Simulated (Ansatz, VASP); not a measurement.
# Ba2Sn in two plane-wave programs, part 2 of 2

Aim: how closely do two programs agree when they are given the same cell, functional and k mesh? The cell is generated by rule, not measured, and may not be a known phase. The cell is taken from a series of runs on this material, whose earlier steps may have relaxed, scaled, displaced or heated it; both programs get it as it stands.

VASP 6.6.1 and Ansatz 0.2.0.

So far: Set-up; Ansatz: zone-centre phonons, PBEsol.

## Step 3: VASP: zone-centre phonons, PBEsol

Level of this step: PBEsol; plane waves and PAW (Sn_d, Ba_sv); invented cell (VASP).

The same cell, functional, mesh and smearing now go to VASP, with its own data sets.

Lines of VASP's logs that name or quote its potential files are left out, and so is its time.

File INCAR:

```
SYSTEM = Ba2Sn
PREC = Accurate
ENCUT = 500
EDIFF = 1E-08
NELM = 120
ISMEAR = 1
SIGMA = 0.15
LREAL = .FALSE.
ALGO = Normal
GGA = PS
NBANDS = 42
LORBIT = 11
LWAVE = .FALSE.
LCHARG = .FALSE.
ISIF = 2
IBRION = 8
LASPH = .TRUE.
GGA_COMPAT = .FALSE.
KPAR = 2
```

File POSCAR:

```
Ba2Sn
1.0
    7.4793971907      0.0000000000      0.0000000000
    0.0000000000      7.4793971907      0.0000000000
    0.0000000000      0.0000000000      7.4793971907
Sn Ba
2 4
Direct
    0.0000000000      0.0000000000      0.0000000000
    0.5000000000      0.5000000000      0.5000000000
    0.2500000000      0.2500000000      0.2500000000
    0.7500000000      0.7500000000      0.2500000000
    0.7500000000      0.2500000000      0.7500000000
    0.2500000000      0.7500000000      0.7500000000
```

File KPOINTS:

```
Automatic mesh
0
Gamma
4 4 4
0 0 0
```

Potentials, in the order of the species: Sn_d and Ba_sv (PBE family, release 64).

Started as:

```bash
> mpirun -np 2 vasp_std
```

Numbers of over 12 decimals in the logs are rounded to 6 here.

Output:

```text
[banner, memory and clock lines left out]
running    2 mpi-ranks, on    1 nodes
 distrk:  each k-point on    1 cores,    2 groups
 distr:  one band on    1 cores,    1 groups

 POSCAR found type information on POSCAR SnBa
 POSCAR found :  2 types and       6 ions
|                                                                             |
|               ----> ADVICE to this user running VASP <----                  |
|                                                                             |
|     You enforced a specific xc type in the INCAR file but a different       |
|     [... a line on the potential file left out ...]
|     I HOPE YOU KNOW WHAT YOU ARE DOING!                                     |
|                                                                             |

 LDA part: xc-table for (Slater+PW92), standard interpolation
 POSCAR, INCAR and KPOINTS ok, starting setup
 FFT: planning ... GRIDC
 FFT: planning ... GRID_SOFT
 FFT: planning ... GRID
 WAVECAR not read
 entering main loop
       N       E                     dE             d eps       ncg     rms          rms(c)
DAV:   1     0.649165944782E+03    0.64917E+03   -0.28444E+04   848   0.141E+03
DAV:   2     0.608490629111E+02   -0.58832E+03   -0.57474E+03  1050   0.339E+02
DAV:   3    -0.153876530476E+02   -0.76237E+02   -0.74633E+02  1102   0.140E+02
DAV:   4    -0.196118653731E+02   -0.42242E+01   -0.42010E+01  1152   0.346E+01
DAV:   5    -0.198229798271E+02   -0.21111E+00   -0.21101E+00  1320   0.642E+00    0.770E+00
DAV:   6    -0.164361964621E+02    0.33868E+01   -0.80965E+00  1108   0.683E+00    0.359E+00
DAV:   7    -0.162044931533E+02    0.23170E+00   -0.15928E+00  1120   0.447E+00    0.126E+00
DAV:   8    -0.162061849303E+02   -0.16918E-02   -0.31817E-01  1042   0.265E+00    0.554E-01
DAV:   9    -0.162006406576E+02    0.55443E-02   -0.82266E-02   956   0.858E-01    0.277E-01
DAV:  10    -0.162006701307E+02   -0.29473E-04   -0.13474E-02  1012   0.467E-01    0.114E-01
DAV:  11    -0.162011416429E+02   -0.47151E-03   -0.13663E-03  1184   0.128E-01    0.678E-02
DAV:  12    -0.162011217560E+02    0.19887E-04   -0.21096E-03  1056   0.101E-01    0.251E-02
DAV:  13    -0.162010681226E+02    0.53633E-04   -0.28265E-04  1064   0.586E-02    0.141E-02
DAV:  14    -0.162010695894E+02   -0.14668E-05   -0.17602E-05  1152   0.143E-02    0.181E-03
DAV:  15    -0.162010695743E+02    0.15040E-07   -0.68792E-07  1136   0.353E-03    0.123E-03
DAV:  16    -0.162010692848E+02    0.28950E-06   -0.48108E-07  1000   0.174E-03    0.517E-04
DAV:  17    -0.162010692927E+02   -0.78753E-08   -0.35813E-08   788   0.608E-04
   1 F= -.16201069E+02 E0= -.16202686E+02  d E =0.484905E-02
 Linear response reoptimize wavefunctions to high precision
DAV:   1    -0.162010693050E+02   -0.12255E-07   -0.58864E-09   664   0.313E-04
DAV:   2    -0.162010693051E+02   -0.89130E-10   -0.82780E-10   538   0.177E-04
 Linear response DOF=           2
 Linear response progress:
  Degree of freedom:   1/  2
       N       E                     dE             d eps       ncg     rms          rms(c)
RMM:   1    -0.221399810577E+00   -0.22140E+00    0.59027E-01  2428   0.672E+00
RMM:   2    -0.226806730472E+00   -0.54069E-02   -0.18573E-02  3088   0.486E-01    0.744E-02
RMM:   3    -0.227137105865E+00   -0.33038E-03   -0.25906E-03  3596   0.153E-01    0.415E-02
RMM:   4    -0.227292265497E+00   -0.15516E-03   -0.56184E-04  3511   0.704E-02    0.115E-02
RMM:   5    -0.227278784617E+00    0.13481E-04   -0.12214E-04  3481   0.229E-02    0.691E-03
RMM:   6    -0.227260580168E+00    0.18204E-04   -0.19132E-05  3503   0.119E-02    0.260E-03
RMM:   7    -0.227267940752E+00   -0.73606E-05   -0.99500E-06  3826   0.499E-03    0.160E-03
RMM:   8    -0.227256274560E+00    0.11666E-04   -0.48693E-06  3849   0.241E-03    0.311E-04
RMM:   9    -0.227257215458E+00   -0.94090E-06   -0.27563E-06  4053   0.115E-03    0.202E-04
RMM:  10    -0.227256686486E+00    0.52897E-06    0.32089E-08  4118   0.583E-04    0.108E-04
RMM:  11    -0.227257214615E+00   -0.52813E-06   -0.11108E-06  3885   0.355E-04    0.460E-05
RMM:  12    -0.227256940508E+00    0.27411E-06   -0.32166E-07  3934   0.231E-04    0.306E-05
RMM:  13    -0.227256992059E+00   -0.51550E-07   -0.32414E-07  4126   0.155E-04    0.139E-05
RMM:  14    -0.227256973532E+00    0.18527E-07    0.28624E-08  4123   0.112E-04    0.741E-06
RMM:  15    -0.227256991942E+00   -0.18410E-07   -0.11088E-07  3977   0.921E-05    0.555E-06
RMM:  16    -0.227256981261E+00    0.10681E-07   -0.68232E-09  4000   0.805E-05    0.192E-06
RMM:  17    -0.227256971915E+00    0.93466E-08   -0.72928E-08  3881   0.747E-05    0.177E-06
 first order change of Fermi-energy   0.11941E-03
 force on displaced ion       1 direction 1 :  -3.291  -0.000   0.000
 Linear response progress:
  Degree of freedom:   2/  2
       N       E                     dE             d eps       ncg     rms          rms(c)
RMM:   1    -0.210401110916E+00   -0.21040E+00    0.33104E-01  3260   0.195E+00
RMM:   2    -0.217055870832E+00   -0.66548E-02   -0.45569E-02  3931   0.648E-01    0.681E-02
RMM:   3    -0.217675862023E+00   -0.61999E-03   -0.50937E-03  3725   0.276E-01    0.450E-02
RMM:   4    -0.217875792016E+00   -0.19993E-03   -0.13525E-03  4087   0.129E-01    0.215E-02
RMM:   5    -0.218042318270E+00   -0.16653E-03   -0.30531E-04  4154   0.507E-02    0.800E-03
RMM:   6    -0.218082024735E+00   -0.39706E-04   -0.60140E-05  4262   0.222E-02    0.455E-03
RMM:   7    -0.218117739766E+00   -0.35715E-04   -0.22957E-05  4318   0.973E-03    0.138E-03
RMM:   8    -0.218125196012E+00   -0.74562E-05   -0.78870E-06  4246   0.476E-03    0.405E-04
RMM:   9    -0.218126937575E+00   -0.17416E-05   -0.27247E-06  4538   0.241E-03    0.227E-04
RMM:  10    -0.218127116713E+00   -0.17914E-06   -0.27833E-07  4500   0.122E-03    0.116E-04
RMM:  11    -0.218126745826E+00    0.37089E-06   -0.35996E-07  4382   0.749E-04    0.637E-05
RMM:  12    -0.218127374744E+00   -0.62892E-06   -0.25836E-08  4176   0.476E-04    0.230E-05
RMM:  13    -0.218127373770E+00    0.97417E-09   -0.19619E-07  4829   0.343E-04    0.113E-05
RMM:  14    -0.218127376810E+00   -0.30398E-08   -0.55634E-08  4715   0.260E-04    0.104E-05
 first order change of Fermi-energy   0.98988E-04
 force on displaced ion       3 direction 1 :  -1.849  -2.051  -2.051
 Linear response finished
```

Parts of OUTCAR (step 3):

```text
ion  position               nearest neighbor table
   1  0.000  0.000  0.000-   3 3.24   4 3.24   5 3.24   6 3.24
   2  0.500  0.500  0.500-   3 3.24   4 3.24   5 3.24   6 3.24
   3  0.250  0.250  0.250-   1 3.24   2 3.24
   4  0.750  0.750  0.250-   1 3.24   2 3.24
   5  0.750  0.250  0.750-   1 3.24   2 3.24
   6  0.250  0.750  0.750-   1 3.24   2 3.24

  LATTYP: Found a simple cubic cell.
 ALAT       =     7.4793971907

 Subroutine GETGRP returns: Found 48 space group operations
 (whereof 24 operations were pure point group operations)

The static configuration has the point symmetry T_d .
 The point group associated with its full space group is O_h .

 Found     10 irreducible k-points:

   k-points           NKPTS =     10   k-points in BZ     NKDIM =     10   number of bands    NBANDS=     42

   dimension x,y,z NGX =    56 NGY =   56 NGZ =   56
   dimension x,y,z NGXF=   112 NGYF=  112 NGZF=  112

   ENCUT  =  500.0 eV  36.75 Ry    6.06 a.u.  13.64 13.64 13.64*2*pi/ulx,y,z

   NELECT =      68.0000    total number of electrons

 k-points in reciprocal lattice and weights: Automatic mesh
   0.00000000  0.00000000  0.00000000       0.016
   0.25000000  0.00000000  0.00000000       0.094
   0.50000000  0.00000000  0.00000000       0.047
   0.25000000  0.25000000  0.00000000       0.188
   0.50000000  0.25000000  0.00000000       0.188
   0.50000000  0.50000000  0.00000000       0.047
   0.25000000  0.25000000  0.25000000       0.125
   0.50000000  0.25000000  0.25000000       0.188
   0.50000000  0.50000000  0.25000000       0.094
   0.50000000  0.50000000  0.50000000       0.016

 average (electrostatic) potential at core
       1-104.7436       2-104.7436       3 -39.9116       4 -39.9116       5 -39.9116
       6 -39.9116

  Total        0.2915761      0.2915761      0.2915761      0.0000000      0.0000000     -0.0000000
  in kB        1.1165104      1.1165104      1.1165104      0.0000000      0.0000000     -0.0000000
  external PRESSURE =       1.1165104 kB  Pullay stress =       0.0000000 kB

  energy-cutoff  :      500.00
  volume of cell :      418.41
      direct lattice vectors                 reciprocal lattice vectors
     7.479397191  0.000000000  0.000000000     0.133700614  0.000000000  0.000000000
     0.000000000  7.479397191  0.000000000     0.000000000  0.133700614  0.000000000
     0.000000000  0.000000000  7.479397191     0.000000000  0.000000000  0.133700614

 POSITION                                       TOTAL-FORCE (eV/Angst)
 -----------------------------------------------------------------------------------
      0.00000      0.00000      0.00000         0.000000     -0.000000      0.000000
      3.73970      3.73970      3.73970         0.000000      0.000000     -0.000000
      1.86985      1.86985      1.86985        -0.000000     -0.000000     -0.000000
      5.60955      5.60955      1.86985         0.000000     -0.000000     -0.000000
      5.60955      1.86985      5.60955        -0.000000      0.000000     -0.000000
      1.86985      5.60955      5.60955         0.000000      0.000000      0.000000
 -----------------------------------------------------------------------------------
    total drift:                               -0.000000     -0.000000      0.000000

 Eigenvectors and eigenvalues of the dynamical matrix
 ----------------------------------------------------

   1 f  =    4.232237 THz    26.591929 2PiTHz  141.172230 cm-1    17.503118 meV
             X         Y         Z           dx          dy          dz
      0.000000  0.000000  0.000000    -0.346714   -0.188357   -0.188591
      3.739699  3.739699  3.739699    -0.346714   -0.188357   -0.188591
      1.869849  1.869849  1.869849     0.365507    0.378689    0.378669
      5.609548  5.609548  1.869849     0.159957    0.173139   -0.204517
      5.609548  1.869849  5.609548     0.160212   -0.204753    0.173374
      1.869849  5.609548  5.609548    -0.045338    0.000797    0.000778

   2 f  =    4.232237 THz    26.591929 2PiTHz  141.172230 cm-1    17.503118 meV
             X         Y         Z           dx          dy          dz
      0.000000  0.000000  0.000000    -0.266349    0.256637    0.233348
      3.739699  3.739699  3.739699    -0.266349    0.256637    0.233348
      1.869849  1.869849  1.869849    -0.144045   -0.100510   -0.102448
      5.609548  5.609548  1.869849     0.110286    0.153822   -0.113034
      5.609548  1.869849  5.609548     0.135670   -0.136478    0.177267
      1.869849  5.609548  5.609548     0.390001   -0.390810   -0.392749

   3 f  =    4.232237 THz    26.591929 2PiTHz  141.172230 cm-1    17.503118 meV
             X         Y         Z           dx          dy          dz
      0.000000  0.000000  0.000000    -0.010168   -0.299857    0.318179
      3.739699  3.739699  3.739699    -0.010168   -0.299857    0.318179
      1.869849  1.869849  1.869849    -0.005290   -0.029404    0.022043
      5.609548  5.609548  1.869849     0.341501    0.317386   -0.315861
      5.609548  1.869849  5.609548    -0.332111    0.306304   -0.304779
      1.869849  5.609548  5.609548     0.014679   -0.040487    0.010961

   4 f  =    3.256354 THz    20.460274 2PiTHz  108.620270 cm-1    13.467191 meV
             X         Y         Z           dx          dy          dz
      0.000000  0.000000  0.000000     0.000000   -0.000000   -0.000000
      3.739699  3.739699  3.739699     0.000000   -0.000000   -0.000000
      1.869849  1.869849  1.869849    -0.288675   -0.288675   -0.288675
      5.609548  5.609548  1.869849     0.288675    0.288675   -0.288675
      5.609548  1.869849  5.609548     0.288675   -0.288675    0.288675
      1.869849  5.609548  5.609548    -0.288675    0.288675    0.288675

   5 f  =    2.751108 THz    17.285724 2PiTHz   91.767098 cm-1    11.377665 meV
             X         Y         Z           dx          dy          dz
      0.000000  0.000000  0.000000     0.169746    0.168291   -0.665481
      3.739699  3.739699  3.739699    -0.169746   -0.168291    0.665481
      1.869849  1.869849  1.869849     0.000000   -0.000000    0.000000
      5.609548  5.609548  1.869849     0.000000    0.000000    0.000000
      5.609548  1.869849  5.609548    -0.000000   -0.000000    0.000000
      1.869849  5.609548  5.609548    -0.000000   -0.000000    0.000000

   6 f  =    2.751108 THz    17.285724 2PiTHz   91.767098 cm-1    11.377665 meV
             X         Y         Z           dx          dy          dz
      0.000000  0.000000  0.000000    -0.079030   -0.676176   -0.191154
      3.739699  3.739699  3.739699     0.079030    0.676176    0.191154
      1.869849  1.869849  1.869849     0.000000    0.000000    0.000000
      5.609548  5.609548  1.869849     0.000000    0.000000    0.000000
      5.609548  1.869849  5.609548    -0.000000    0.000000    0.000000
      1.869849  5.609548  5.609548     0.000000    0.000000   -0.000000

   7 f  =    2.751108 THz    17.285724 2PiTHz   91.767098 cm-1    11.377665 meV
             X         Y         Z           dx          dy          dz
      0.000000  0.000000  0.000000     0.681866   -0.120265    0.143512
      3.739699  3.739699  3.739699    -0.681866    0.120265   -0.143512
      1.869849  1.869849  1.869849    -0.000000    0.000000   -0.000000
      5.609548  5.609548  1.869849     0.000000    0.000000   -0.000000
      5.609548  1.869849  5.609548    -0.000000   -0.000000    0.000000
      1.869849  5.609548  5.609548    -0.000000   -0.000000    0.000000

   8 f  =    0.581777 THz     3.655413 2PiTHz   19.405994 cm-1     2.406036 meV
             X         Y         Z           dx          dy          dz
      0.000000  0.000000  0.000000    -0.000000    0.000000    0.000000
      3.739699  3.739699  3.739699    -0.000000    0.000000    0.000000
      1.869849  1.869849  1.869849     0.195296    0.212827   -0.408123
      5.609548  5.609548  1.869849    -0.195296   -0.212827   -0.408123
      5.609548  1.869849  5.609548    -0.195296    0.212827    0.408123
      1.869849  5.609548  5.609548     0.195296   -0.212827    0.408123

   9 f  =    0.581777 THz     3.655413 2PiTHz   19.405994 cm-1     2.406036 meV
             X         Y         Z           dx          dy          dz
      0.000000  0.000000  0.000000    -0.000000    0.000000   -0.000000
      3.739699  3.739699  3.739699    -0.000000    0.000000   -0.000000
      1.869849  1.869849  1.869849     0.358506   -0.348384   -0.010122
      5.609548  5.609548  1.869849    -0.358506    0.348384   -0.010122
      5.609548  1.869849  5.609548    -0.358506   -0.348384    0.010122
      1.869849  5.609548  5.609548     0.358506    0.348384    0.010122

  10 f  =    0.533129 THz     3.349749 2PiTHz   17.783271 cm-1     2.204844 meV
             X         Y         Z           dx          dy          dz
      0.000000  0.000000  0.000000    -0.000000   -0.000000    0.000000
      3.739699  3.739699  3.739699    -0.000000   -0.000000    0.000000
      1.869849  1.869849  1.869849     0.378132    0.033090   -0.411222
      5.609548  5.609548  1.869849    -0.017649    0.428872    0.411222
      5.609548  1.869849  5.609548     0.017649   -0.033090   -0.050739
      1.869849  5.609548  5.609548    -0.378132   -0.428872    0.050739

  11 f  =    0.533129 THz     3.349749 2PiTHz   17.783271 cm-1     2.204844 meV
             X         Y         Z           dx          dy          dz
      0.000000  0.000000  0.000000     0.000000   -0.000000    0.000000
      3.739699  3.739699  3.739699     0.000000   -0.000000    0.000000
      1.869849  1.869849  1.869849    -0.290841    0.250709    0.040132
      5.609548  5.609548  1.869849    -0.246700    0.206568   -0.040132
      5.609548  1.869849  5.609548     0.246700   -0.250709   -0.497409
      1.869849  5.609548  5.609548     0.290841   -0.206568    0.497409

  12 f  =    0.533129 THz     3.349749 2PiTHz   17.783271 cm-1     2.204844 meV
             X         Y         Z           dx          dy          dz
      0.000000  0.000000  0.000000     0.000000   -0.000000   -0.000000
      3.739699  3.739699  3.739699     0.000000    0.000000   -0.000000
      1.869849  1.869849  1.869849     0.149758   -0.431335    0.281577
      5.609548  5.609548  1.869849    -0.434543    0.152966   -0.281577
      5.609548  1.869849  5.609548     0.434543    0.431335   -0.003208
      1.869849  5.609548  5.609548    -0.149758   -0.152966    0.003208

  13 f  =    0.020151 THz     0.126613 2PiTHz    0.672170 cm-1     0.083338 meV
             X         Y         Z           dx          dy          dz
      0.000000  0.000000  0.000000     0.025383   -0.391844    0.006621
      3.739699  3.739699  3.739699     0.025383   -0.391844    0.006621
      1.869849  1.869849  1.869849     0.022914   -0.414498    0.003244
      5.609548  5.609548  1.869849     0.022778   -0.414634    0.010775
      5.609548  1.869849  5.609548     0.030967   -0.415156    0.011297
      1.869849  5.609548  5.609548     0.030831   -0.415020    0.002722
    [... 43 further lines ...]
      5.609548  1.869849  5.609548    -0.124175   -0.393647   -0.177034
      1.869849  5.609548  5.609548    -0.412944   -0.104878   -0.033883

 ELASTIC MODULI CONTR FROM IONIC RELAXATION (kBar)
 Direction    XX          YY          ZZ          XY          YZ          ZX
 --------------------------------------------------------------------------------
 XX          -0.0000      0.0000      0.0000     -0.0000     -0.0000     -0.0000
 YY           0.0000     -0.0000      0.0000      0.0000      0.0000      0.0000
 ZZ           0.0000      0.0000     -0.0000      0.0000     -0.0000      0.0000
 XY          -0.0000      0.0000      0.0000   -101.6340     -0.0000      0.0000
 YZ          -0.0000      0.0000     -0.0000     -0.0000   -101.6340      0.0000
 ZX          -0.0000      0.0000      0.0000      0.0000      0.0000   -101.6340
 --------------------------------------------------------------------------------
```

Energies printed during the response cycles are not total energies of the cell. The k-mesh is coarse for a metal. Harder data sets than Ba_sv exist (the GW ones), and pressures, volumes and forces can shift noticeably with them. The PAW data sets were made with PBE, which is usual practice but a small mismatch for other functionals.

## Step 4: Differences

Known differences besides the potentials themselves: VASP's run holds the zone centre alone; the cutoff is 420 eV in Ansatz and 500 eV in VASP; Ansatz makes its cores anew for this functional, VASP keeps those of its PBE data sets. Total energies have different zeros and are not compared.

Compared:

```tsv
quantity	Ansatz	VASP	difference
optical mode 1 to 3 (imaginary, printed as negative) (cm⁻¹)	-56.7	-56.0	-0.7
optical mode 4 to 6 (cm⁻¹)	18.4	17.8	+0.6
optical mode 7 to 8 (cm⁻¹)	22.0	19.4	+2.6
optical mode 9 to 11 (cm⁻¹)	89.6	91.8	-2.41 %
optical mode 12 (cm⁻¹)	105.9	108.6	-2.54 %
optical mode 13 to 15 (cm⁻¹)	137.7	141.2	-2.43 %
```

Modes are paired by rising frequency, not by their patterns, so a pair may set unlike modes beside each other; they are those without the splitting of longitudinal modes.

## Step 5: What came out

| Property | Result |
| --- | --- |
| r.m.s. difference of the optical zone-centre modes, each program's sorted by frequency (zone-centre phonons, PBEsol) | 2.2 cm⁻¹ |
| difference in optical mode 12 (zone-centre phonons, PBEsol) | -2.5 % |

**Reading.** The r.m.s. difference of the optical zone-centre modes, each program's sorted by frequency is 2.2 cm⁻¹ (zone-centre phonons, PBEsol). Among the rows given in per cent, the largest difference of the zone-centre phonons, PBEsol pair is in optical mode 12, -2.5 %. Such differences can come from data sets, numerical settings and the points named under the comparisons, not from the functional's error against experiment.

[Lines on the potential files, build, host, timing and source positions are cut from VASP's logs without a mark.]

[Logs are printed without paths, hosts, clocks, repeated set-up lines and the standing remarks that a program may print on its own settings, such as how far it seeks lower states.]

[Hosts, paths, dates, database ids (printed as entryN), source tags and the programs' standing remarks are cut or masked in the printed files.]
